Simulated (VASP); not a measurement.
```
CELL_PARAMETERS angstrom
      4.82750     0.00000     0.00000
      0.00000     4.82750     0.00000
      0.00000     0.00000     3.24225
ATOMIC_POSITIONS crystal
  Sn 0.00000 0.00000 0.00000
  Sn 0.50000 0.50000 0.50000
  O  0.30650 0.30650 0.00000
  O  0.80650 0.19350 0.50000
  O  0.19350 0.80650 0.50000
  O  0.69350 0.69350 0.00000
```

Level of theory: PW91 GGA, VASP's PBE PAW potentials (set 64) (plane waves; VASP). Settings: 520 eV cut-off, 5×5×7 Γ-centred mesh, Gaussian smearing of 0.050 eV, potentials Sn_d O.

Unless said otherwise, spin-orbit coupling is left out, though it shifts the bands of the heavy elements here.

**Question.** Estimate the energy per atom (σ→0), band gap (on the k-mesh) with the smallest direct gap where there is one.

**Answer.** 
```
Quantity                                              Value
-----------------------------------  ----------------------
band gap (on the k-mesh)                            0.68 eV
smallest direct gap (on the k-mesh)                 0.68 eV
energy per atom (σ→0)                -605.1 kJ/mol of atoms
```

Only differences to runs with the same potentials and settings are physical.

The compound is SnO2 in the rutile structure. It was relaxed first, which changed the volume by +5 %.
